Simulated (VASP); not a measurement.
An input for Ansatz (written as the equivalent of a VASP run, and not itself run):

Ansatz 0.2 input:
```yaml
crystal:
  lattice:
    - [0.0000000, 3.3558588, 3.3558588]
    - [3.3558588, 0.0000000, 3.3558588]
    - [3.3558588, 3.3558588, 0.0000000]
  atoms:
    - { symbol: Sr, position: [0.0000000, 0.0000000, 0.0000000] }
    - { symbol: Te, position: [0.5000000, 0.5000000, 0.5000000] }
kpoints:
  mp_grid: { grid: [6, 6, 6] }
hamiltonian:
  xc: r2scan
  pseudopotentials: { kind: paw }
scf:
  occupations: { method: gaussian, width: 0.05 }
  max_iter: 100
relax:
  max_steps: 60
  f_tol: 0.01
  cell: {}
output: { forces: true, stress: true, eigenvalues: true }
```

Translate this input to VASP (INCAR, KPOINTS, POSCAR, choice of POTCAR).

One answer among several that fit: 
POSCAR:
```
SrTe
1
    0.0000000000     3.3558587580     3.3558587580
    3.3558587580     0.0000000000     3.3558587580
    3.3558587580     3.3558587580     0.0000000000
Sr Te
1 1
Direct
  0.0000000000   0.0000000000   0.0000000000
  0.5000000000   0.5000000000   0.5000000000
```

File KPOINTS:
```
Automatic mesh
0
Gamma
6 6 6
0 0 0
```

**INCAR**
```
ALGO=Normal
EDIFF=1E-6
EDIFFG=-0.01
ENCUT=520
IBRION=2
ISIF=3
ISMEAR=0
LASPH=.TRUE.
LCHARG=.FALSE.
LMAXMIX=4
LMIXTAU=.TRUE.
LREAL=.FALSE.
LWAVE=.FALSE.
METAGGA=R2SCAN
NELM=100
NSW=60
PREC=Accurate
SIGMA=0.05
SYSTEM=SrTe
```

POTCAR, in this order: Sr_sv Te (PBE.64 set). Program: vasp_std.

Limits of the translation: each code has its own PAW files, so the cut-off isn't converted (ENCUT is set for VASP's; basis.ecutwfc is left out, and Ansatz then takes the one that its files recommend); Ansatz stops its SCF on the density residual and VASP on the energy change (EDIFF).

The compound is SrTe in the rock salt structure. It was relaxed first. The start is the result of an earlier pass.
